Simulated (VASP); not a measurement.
# Zn (Zinc): phonons from a supercell

Aim: the phonon dispersion and thermal properties of Zn (Zinc). The start is a cell from a database of measured crystal structures.

Calculated with VASP 6.6.1; PBEsol; plane waves and PAW (Zn).

The database entry behind the starting cell differs from later determinations by our own check (about 0.3 % long), so it need not match the best structure at ambient conditions.

## (1) The starting structure

It takes space group P6_3/mmc (No. 194, hexagonal). The conventional cell has a = 2.670 Å, b = 2.670 Å, c = 4.966 Å, α = 90.00°, β = 90.00°, γ = 120.00°. Zn has 12 Zn at 2.67 to 2.92 Å nearest.

Structure file:

```
Zn
1.0
     2.67000    0.00000    0.00000
    -1.33500    2.31229    0.00000
     0.00000    0.00000    4.96600
Zn
2
Direct
  0.66667 0.33333 0.75000
  0.33333 0.66667 0.25000
```

## (2) Relax the host

First cell and atoms are relaxed at a raised cutoff, so that later runs start from this functional's own cell.

File INCAR:

```
SYSTEM = Zn
PREC = Accurate
ENCUT = 360
EDIFF = 1E-06
NELM = 120
ISMEAR = 0
SIGMA = 0.05
LREAL = .FALSE.
ALGO = Normal
GGA = PS
NBANDS = 18
LORBIT = 11
LWAVE = .FALSE.
LCHARG = .FALSE.
KPAR = 4
IBRION = 2
NSW = 40
ISIF = 3
EDIFFG = -0.02
POTIM = 0.4
```

File POSCAR:

```
Zn
1.0
    2.6700000000      0.0000000000      0.0000000000
   -1.3350000000      2.3122878281      0.0000000000
    0.0000000000      0.0000000000      4.9660000000
Zn
2
Direct
    0.6666666667      0.3333333333      0.7500000000
    0.3333333333      0.6666666667      0.2500000000
```

File KPOINTS:

```
Automatic mesh
0
Gamma
8 8 4
0 0 0
```

PAW data sets: Zn (PBE family, release 64).

On the command line:

```
mpirun -np 4 vasp_std
```

The log of the run:

```text
[banner, memory and clock lines left out]
running    4 mpi-ranks, on    1 nodes
 distrk:  each k-point on    1 cores,    4 groups
 distr:  one band on    1 cores,    1 groups

 POSCAR found type information on POSCAR Zn
 POSCAR found :  1 types and       2 ions
|                                                                             |
|               ----> ADVICE to this user running VASP <----                  |
|                                                                             |
|     You enforced a specific xc type in the INCAR file but a different       |
|     [... a line on the potential file left out ...]
|     I HOPE YOU KNOW WHAT YOU ARE DOING!                                     |
|                                                                             |

 LDA part: xc-table for (Slater+PW92), standard interpolation
 POSCAR, INCAR and KPOINTS ok, starting setup
 FFT: planning ... GRIDC
 FFT: planning ... GRID_SOFT
 FFT: planning ... GRID
 WAVECAR not read
 entering main loop
       N       E                     dE             d eps       ncg     rms          rms(c)
DAV:   1     0.947380908020E+02    0.94738E+02   -0.10016E+04  1104   0.164E+03
DAV:   2    -0.111821280016E-01   -0.94749E+02   -0.92456E+02  1090   0.261E+02
DAV:   3    -0.337048224725E+01   -0.33593E+01   -0.33488E+01  1278   0.583E+01
DAV:   4    -0.338514474376E+01   -0.14662E-01   -0.14659E-01  1230   0.393E+00
DAV:   5    -0.338516353207E+01   -0.18788E-04   -0.18788E-04  1162   0.123E-01    0.407E+00
DAV:   6    -0.312184678182E+01    0.26332E+00   -0.11515E+00  1150   0.226E+01    0.300E+00
DAV:   7    -0.310848243691E+01    0.13364E-01   -0.38700E-02  1370   0.341E+00    0.157E+00
DAV:   8    -0.310161195082E+01    0.68705E-02   -0.22034E-03  1464   0.691E-01    0.511E-02
DAV:   9    -0.310157922896E+01    0.32722E-04   -0.26640E-04  1424   0.216E-01    0.358E-02
DAV:  10    -0.310158321619E+01   -0.39872E-05   -0.21575E-05  1128   0.428E-02    0.254E-03
DAV:  11    -0.310158303909E+01    0.17710E-06   -0.35587E-07   656   0.101E-02
   1 F= -.31015830E+01 E0= -.31013682E+01  d E =-.310158E+01
 curvature:   0.00 expect dE= 0.000E+00 dE for cont linesearch  0.000E+00
 trial: gam= 0.00000 g(F)=  0.154E-46 g(S)=  0.741E-01 ort = 0.000E+00 (trialstep = 0.100E+01)
 search vector abs. value=  0.741E-01
 bond charge predicted
       N       E                     dE             d eps       ncg     rms          rms(c)
DAV:   1    -0.480740876314E+01   -0.17058E+01   -0.14804E+01  1156   0.691E+01    0.943E+00
DAV:   2    -0.335692843846E+01    0.14505E+01   -0.62750E+00  1150   0.575E+01    0.278E+00
DAV:   3    -0.320883663631E+01    0.14809E+00   -0.30788E-01  1156   0.102E+01    0.156E+00
DAV:   4    -0.315199473799E+01    0.56842E-01   -0.14778E-02  1272   0.178E+00    0.293E-01
DAV:   5    -0.315081265621E+01    0.11821E-02   -0.25746E-03  1504   0.937E-01    0.472E-02
DAV:   6    -0.315086244980E+01   -0.49794E-04   -0.27613E-04  1096   0.130E-01    0.135E-02
DAV:   7    -0.315086248125E+01   -0.31452E-07   -0.17623E-05  1246   0.728E-02    0.643E-03
DAV:   8    -0.315086169799E+01    0.78326E-06   -0.37771E-07   582   0.145E-02
   2 F= -.31508617E+01 E0= -.31500952E+01  d E =-.492787E-01
[... from here on, the cycles between the ionic steps are left out ...]
   3 F= -.31550111E+01 E0= -.31543630E+01  d E =-.534280E-01
   4 F= -.31725087E+01 E0= -.31717428E+01  d E =-.174976E-01
   5 F= -.31596884E+01 E0= -.31594813E+01  d E =-.467728E-02
   6 F= -.31919709E+01 E0= -.31917518E+01  d E =-.369599E-01
   7 F= -.31890170E+01 E0= -.31888099E+01  d E =-.340059E-01
   8 F= -.31954599E+01 E0= -.31952529E+01  d E =-.404488E-01
   9 F= -.32069061E+01 E0= -.32066991E+01  d E =-.114462E-01
  10 F= -.32078917E+01 E0= -.32076846E+01  d E =-.124318E-01
 curvature:  -0.59 expect dE=-0.243E-02 dE for cont linesearch -0.227E-05
 trial: gam=-0.06766 g(F)=  0.700E-48 g(S)=  0.414E-02 ort = 0.411E-03 (trialstep = 0.102E+01)
 search vector abs. value=  0.428E-02
 bond charge predicted
       N       E                     dE             d eps       ncg     rms          rms(c)
DAV:   1    -0.325901739017E+01   -0.51125E-01   -0.57747E-01  1170   0.129E+01    0.156E+00
DAV:   2    -0.321817925415E+01    0.40838E-01   -0.13187E-01  1178   0.764E+00    0.601E-01
DAV:   3    -0.321232938694E+01    0.58499E-02   -0.28277E-03  1232   0.850E-01    0.319E-01
DAV:   4    -0.321009493070E+01    0.22345E-02   -0.12628E-03  1582   0.638E-01    0.271E-02
DAV:   5    -0.321011491757E+01   -0.19987E-04   -0.20905E-04  1136   0.160E-01    0.766E-03
DAV:   6    -0.321011498374E+01   -0.66166E-07   -0.69775E-06  1112   0.414E-02
  11 F= -.32101150E+01 E0= -.32099079E+01  d E =-.222332E-02
 trial-energy change:   -0.002223  1 .order   -0.002245   -0.004202   -0.000288
 step:   1.1007(harm=  1.0979)  dis= 0.00000  next Energy=    -3.210126 (dE=-0.223E-02)
 reached required accuracy - stopping structural energy minimisation
```

Run time: 25 s. Hardware: 4 MPI ranks of Intel Xeon Platinum 8488C (Sapphire Rapids), shared host; peak memory 0.61 GiB.

Lines that name or quote the potential files are left out of all logs, and their timing lines are given in words.

Parts of OUTCAR (step 2):

```text
ion  position               nearest neighbor table
   1  0.667  0.333  0.750-   2 2.92   2 2.92   2 2.92   2 2.92   2 2.92   2 2.92
   2  0.333  0.667  0.250-   1 2.92   1 2.92   1 2.92   1 2.92   1 2.92   1 2.92

  LATTYP: Found a hexagonal cell.
 ALAT       =     2.6700000000
 C/A-ratio  =     1.8599250936

 Subroutine GETGRP returns: Found 24 space group operations
 (whereof 12 operations were pure point group operations)

The static configuration has the point symmetry D_3d.
 The point group associated with its full space group is D_6h.

 Found     30 irreducible k-points:

   k-points           NKPTS =     30   k-points in BZ     NKDIM =     30   number of bands    NBANDS=     18

   dimension x,y,z NGX =    18 NGY =   18 NGZ =   32
   dimension x,y,z NGXF=    36 NGYF=   36 NGZF=   64

   ENCUT  =  360.0 eV  26.46 Ry    5.14 a.u.   4.13  4.13  7.68*2*pi/ulx,y,z

   NELECT =      24.0000    total number of electrons

 k-points in reciprocal lattice and weights: Automatic mesh
   0.00000000  0.00000000  0.00000000       0.004
   0.12500000  0.00000000  0.00000000       0.023
   0.25000000  0.00000000  0.00000000       0.023
   0.37500000 -0.00000000  0.00000000       0.023
   0.50000000  0.00000000  0.00000000       0.012
   0.12500000  0.12500000  0.00000000       0.023
   0.25000000  0.12500000  0.00000000       0.047
   0.37500000  0.12500000  0.00000000       0.047
   0.25000000  0.25000000  0.00000000       0.023
[...]
0.25000000  0.25000000  0.50000000       0.023
   0.37500000  0.25000000  0.50000000       0.023

 average (electrostatic) potential at core
       1 -36.2471       2 -36.2471

 E-fermi :   3.6072

 k-point     1 :       0.0000    0.0000    0.0000
  band No.  band energies     occupation
    ...
      9      -3.9599      2.00000
     10      -3.5601      2.00000
     11      -3.5601      2.00000
     12       0.1207      2.00000
     13       2.0546      2.00000
     14      19.9007      0.00000
     15      19.9007      0.00000
     16      21.8197      0.00000
     17      21.8197      0.00000
     18      21.8719      0.00000

 k-point     2 :       0.1250    0.0000    0.0000
  band No.  band energies     occupation
    ...
      9      -4.0116      2.00000
     10      -3.7855      2.00000
     11      -3.5433      2.00000
     12       0.8533      2.00000
     13       2.3061      2.00000
     14      15.0827      0.00000
     15      17.4223      0.00000
     16      19.7291      0.00000
     17      22.2250      0.00000
     18      22.2972      0.00000

 k-point     3 :       0.2500    0.0000    0.0000
  band No.  band energies     occupation
    ...
      9      -3.8640      2.00000
     10      -3.8056      2.00000
     11      -3.5182      2.00000
     12       2.6546      2.00000
     13       3.1753      2.00000
     14       9.5432      0.00000
     15      14.9067      0.00000
     16      16.9737      0.00000
     17      17.2142      0.00000
     18      18.3356      0.00000

  Total        0.0125037      0.0125037      0.0292685      0.0000000     -0.0000000      0.0000000
  in kB        0.7205226      0.7205226      1.6865919      0.0000000     -0.0000000      0.0000000
  external PRESSURE =       1.0425457 kB  Pullay stress =       0.0000000 kB

  energy-cutoff  :      360.00
  volume of cell :       27.80
      direct lattice vectors                 reciprocal lattice vectors
     2.681772128 -0.000000000 -0.000000000     0.372887759  0.215286848 -0.000000000
    -1.340886064  2.322482790 -0.000000000     0.000000000  0.430573697 -0.000000000
     0.000000000 -0.000000000  4.464027040     0.000000000  0.000000000  0.224012980

 POSITION                                       TOTAL-FORCE (eV/Angst)
 -----------------------------------------------------------------------------------
      1.34089      0.77416      3.34802        -0.000000      0.000000     -0.000000
     -0.00000      1.54832      1.11601         0.000000      0.000000      0.000000
 -----------------------------------------------------------------------------------
    total drift:                               -0.000000      0.000000      0.000000

  FREE ENERGIE OF THE ION-ELECTRON SYSTEM (eV)
  ---------------------------------------------------
  free  energy   TOTEN  =        -3.2101149837 eV

  energy  without entropy=       -3.2097009104  energy(sigma->0) =       -3.20990795

 reached required accuracy - stopping structural energy minimisation

 total charge
# of ion       s       p       d       tot
------------------------------------------
    1        0.597   0.504   9.725  10.825
    2        0.597   0.504   9.725  10.825
--------------------------------------------------
tot          1.193   1.007  19.450  21.650

[... 3 further parts left out ...]
```

CONTCAR:

```
Zn
   1.00000000000000
     2.6817721275619646   -0.0000000000000000   -0.0000000000000000
    -1.3408860637809823    2.3224827896252189   -0.0000000000000000
     0.0000000000000000   -0.0000000000000000    4.4640270395032502
  Zn
     2
Direct
     0.6666666667000030    0.3333333332999970    0.7500000000000000
     0.3333333332999970    0.6666666667000030    0.2500000000000000
```

The k-mesh is coarse for a metal. The PAW data sets were made with PBE, which is usual practice but a small mismatch for other functionals. After so large a change of volume the plane waves of the start cell no longer fit, so the final stress carries a basis-set error. The run keeps the 24 symmetry operations of its start, so it cannot find a distortion of lower symmetry.

Relaxation path:

```tsv
step	energy less that of the first step (eV)	largest force (eV/Å)	pressure (GPa)	volume (Å³)
1	0.0000	0.0000	-5.81	30.66
2	-0.0493	0.0000	-1.36	28.73
3	-0.0534	0.0000	0.96	28.00
4	-0.0709	0.0000	1.47	27.56
5	-0.0581	0.0000	7.57	26.15
6	-0.0904	0.0000	3.25	27.04
7	-0.0874	0.0000	5.48	26.54
8	-0.0939	0.0000	4.10	26.82
9	-0.1053	0.0000	0.51	27.72
10	-0.1063	0.0000	1.25	27.51
11	-0.1085	0.0000	0.10	27.80
```

```tsv
conventional cell, symmetrised	before	after	change
a (Å)	2.670	2.682	+0.4 %
b (Å)	2.670	2.682	+0.4 %
c (Å)	4.966	4.464	-10.1 %
volume (Å³/atom)	15.33	13.90	-9.3 %
```

The relaxed structure:

```cif
data_structure
_symmetry_space_group_name_H-M 'P 1'
_symmetry_Int_Tables_number 1
_cell_length_a 2.6818
_cell_length_b 2.6818
_cell_length_c 4.4640
_cell_angle_alpha 90.000
_cell_angle_beta 90.000
_cell_angle_gamma 120.000
_cell_volume 27.80
loop_
_atom_site_label
_atom_site_type_symbol
_atom_site_fract_x
_atom_site_fract_y
_atom_site_fract_z
_atom_site_occupancy
Zn1 Zn 0.66667 0.33333 0.75000 1
Zn2 Zn 0.33333 0.66667 0.25000 1
```

Numbers from this step:

* electronic cycles: 82
* electrons: 24
* free energy (TOTEN): -3.210 eV
* energy at zero smearing: -3.210 eV
* Fermi energy: 3.607 eV
* pressure: 0.1043 GPa
* labelled metallic, from the levels on this mesh: yes

The run ended after 11 ionic steps, 0.109 eV below its first step, once forces and stress met EDIFFG = -0.02.

An edge changed by 10 % against the database cell. In a metal the coarse mesh may share the blame.

## (3) Relax the host again, on a new basis

The volume changed by more than 5 %, so the plane waves of the start no longer fit; a second relaxation removes that error.

INCAR, as its differences from that of step 2:

```diff
@@ -16,3 +16,3 @@
 IBRION = 2
-NSW = 40
+NSW = 30
 ISIF = 3
```

File POSCAR:

```
Zn
1.0
    2.6817721276      0.0000000000      0.0000000000
   -1.3408860638      2.3224827896      0.0000000000
    0.0000000000      0.0000000000      4.4640270395
Zn
2
Direct
    0.6666666667      0.3333333333      0.7500000000
    0.3333333333      0.6666666667      0.2500000000
```

KPOINTS is that of step 2.

On the command line:

```
mpirun -np 4 vasp_std
```

The log of the run:

```text
[banner, memory and clock lines left out]
running    4 mpi-ranks, on    1 nodes
 distrk:  each k-point on    1 cores,    4 groups
 distr:  one band on    1 cores,    1 groups

 POSCAR found type information on POSCAR Zn
 POSCAR found :  1 types and       2 ions
 [... a notice as in an earlier step ...]

 LDA part: xc-table for (Slater+PW92), standard interpolation
 POSCAR, INCAR and KPOINTS ok, starting setup
 FFT: planning ... GRIDC
 FFT: planning ... GRID_SOFT
 FFT: planning ... GRID
 WAVECAR not read
 entering main loop
       N       E                     dE             d eps       ncg     rms          rms(c)
DAV:   1     0.876237584470E+02    0.87624E+02   -0.99733E+03  1144   0.169E+03
DAV:   2    -0.271133810632E+00   -0.87895E+02   -0.85550E+02  1086   0.255E+02
DAV:   3    -0.351858218028E+01   -0.32474E+01   -0.32376E+01  1230   0.569E+01
DAV:   4    -0.353415731311E+01   -0.15575E-01   -0.15572E-01  1204   0.393E+00
DAV:   5    -0.353417518919E+01   -0.17876E-04   -0.17876E-04  1188   0.115E-01    0.499E+00
DAV:   6    -0.322338621861E+01    0.31079E+00   -0.12639E+00  1164   0.248E+01    0.356E+00
DAV:   7    -0.320697840714E+01    0.16408E-01   -0.44079E-02  1350   0.371E+00    0.184E+00
DAV:   8    -0.319901053160E+01    0.79679E-02   -0.18155E-03  1512   0.637E-01    0.510E-02
DAV:   9    -0.319896240938E+01    0.48122E-04   -0.18591E-04  1514   0.194E-01    0.314E-02
DAV:  10    -0.319896617549E+01   -0.37661E-05   -0.20460E-05  1142   0.417E-02    0.307E-03
DAV:  11    -0.319896604224E+01    0.13325E-06   -0.28294E-07   666   0.815E-03
   1 F= -.31989660E+01 E0= -.31987590E+01  d E =-.319897E+01
 curvature:   0.00 expect dE= 0.000E+00 dE for cont linesearch  0.000E+00
 trial: gam= 0.00000 g(F)=  0.207E-47 g(S)=  0.183E-04 ort = 0.000E+00 (trialstep = 0.100E+01)
 search vector abs. value=  0.183E-04
 reached required accuracy - stopping structural energy minimisation
```

Wall time 3.6 s (4 MPI ranks); peak memory 0.5 GiB; 12 s of CPU time.

Parts of OUTCAR (step 3):

```text
  LATTYP: Found a hexagonal cell.
 ALAT       =     2.6817721276
 C/A-ratio  =     1.6645810409

 Found     30 irreducible k-points:

   dimension x,y,z NGX =    18 NGY =   18 NGZ =   28
   dimension x,y,z NGXF=    36 NGYF=   36 NGZF=   56

   ENCUT  =  360.0 eV  26.46 Ry    5.14 a.u.   4.15  4.15  6.91*2*pi/ulx,y,z

   NELECT =      24.0000    total number of electrons

 E-fermi :   3.6079

 k-point     1 :       0.0000    0.0000    0.0000
  band No.  band energies     occupation
    ...
      9      -3.9537      2.00000
     10      -3.5548      2.00000
     11      -3.5548      2.00000
     12       0.1201      2.00000
     13       2.0555      2.00000
     14      19.9004      0.00000
     15      19.9004      0.00000
     16      21.8201      0.00000
     17      21.8201      0.00000
     18      21.8724      0.00000

 k-point     2 :       0.1250    0.0000    0.0000
  band No.  band energies     occupation
    ...
      9      -4.0058      2.00000
     10      -3.7806      2.00000
     11      -3.5380      2.00000
     12       0.8531      2.00000
     13       2.3069      2.00000
     14      15.0828      0.00000
     15      17.4222      0.00000
     16      19.7299      0.00000
     17      22.2250      0.00000
     18      22.2977      0.00000

  Total        0.0209129      0.0209129     -0.0085806      0.0000000      0.0000000     -0.0000000
  in kB        1.2050989      1.2050989     -0.4944533      0.0000000      0.0000000     -0.0000000
  external PRESSURE =       0.6385815 kB  Pullay stress =       0.0000000 kB

  energy-cutoff  :      360.00
  volume of cell :       27.80
      direct lattice vectors                 reciprocal lattice vectors
     2.681772128  0.000000000  0.000000000     0.372887759  0.215286848  0.000000000
    -1.340886064  2.322482790  0.000000000     0.000000000  0.430573697  0.000000000
     0.000000000  0.000000000  4.464027040     0.000000000  0.000000000  0.224012980

 POSITION                                       TOTAL-FORCE (eV/Angst)
 -----------------------------------------------------------------------------------
      1.34089      0.77416      3.34802         0.000000      0.000000      0.000000
     -0.00000      1.54832      1.11601        -0.000000     -0.000000      0.000000
 -----------------------------------------------------------------------------------
    total drift:                               -0.000000      0.000000     -0.000000

  FREE ENERGIE OF THE ION-ELECTRON SYSTEM (eV)
  ---------------------------------------------------
  free  energy   TOTEN  =        -3.1989660422 eV

  energy  without entropy=       -3.1985519689  energy(sigma->0) =       -3.19875901

 total charge
# of ion       s       p       d       tot
------------------------------------------
    1        0.597   0.504   9.723  10.824
    2        0.597   0.504   9.723  10.824
--------------------------------------------------
tot          1.194   1.008  19.447  21.648

[... 5 parts as in an earlier step ...]

[... 6 further parts left out ...]
```

CONTCAR:

```
Zn
   1.00000000000000
     2.6817721275999999    0.0000000000000000    0.0000000000000000
    -1.3408860638000000    2.3224827896000000    0.0000000000000000
     0.0000000000000000    0.0000000000000000    4.4640270395000003
  Zn
     2
Direct
     0.6666666667000030    0.3333333332999970    0.7500000000000000
     0.3333333332999970    0.6666666667000030    0.2500000000000000
```

Little changed from the start: no atom moved by 0.005 Å and no cell edge by 0.1 %.

This step gave:

```yaml
electronic_cycles: 11
free_energy_toten: -3.199 eV
energy_at_zero_smearing: -3.199 eV
fermi_energy: 3.608 eV
pressure: 0.06386 GPa
```

The start already met the threshold, so nothing moved.

[end of part 1 of 3]

[Lines on the potential files, build, host, timing and source positions are cut from VASP's logs without a mark.]

[Logs are printed without paths, hosts, clocks, repeated set-up lines and the standing remarks that a program may print on its own settings, such as how far it seeks lower states.]

[Hosts, paths, dates, database ids (printed as entryN), source tags and the programs' standing remarks are cut or masked in the printed files.]

[Runs that stopped without an error message from VASP are left out.]
